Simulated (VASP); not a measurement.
Input:

```yaml
crystal:
  lattice:
    - [5.24761, 0.00000, 0.00000]
    - [-2.62381, 4.54457, 0.00000]
    - [0.00000, 0.00000, 4.18885]
  atoms:
    - { symbol: Co, position: [0.00000, 0.50000, 0.00000] }
    - { symbol: Co, position: [0.50000, 0.00000, 0.00000] }
    - { symbol: Co, position: [0.50000, 0.50000, 0.00000] }
    - { symbol: Sn, position: [0.66667, 0.33333, 0.50000] }
    - { symbol: Sn, position: [0.33333, 0.66667, 0.50000] }
    - { symbol: Sn, position: [0.00000, 0.00000, 0.00000] }
```

Calculation: PBE GGA, VASP's PBE PAW potentials (set 64) (plane waves; VASP 6.6.1). Numerical set-up: 300 eV cut-off, 6×6×7 Γ-centred mesh, Fermi-Dirac smearing of 0.10 eV, potentials Co Sn_d.

At this cut-off the stress carries a Pulay error, which pulls relaxed volumes low.

Q: Give the stress tensor in GPa (positive for a compressed cell).

A: 
```
3.34  0.00  0.00
0.00  3.34  0.00
0.00  0.00  4.12
```
The pressure is its mean diagonal, 3.60 GPa.

The structure comes from a computed database's CoSn entry; how it stands against other phases isn't given here. The cell was not relaxed at this level. The run is not spin-polarised, so no magnetic state was tried. The electron count is odd and the run is not spin-polarised, which forces a metal.
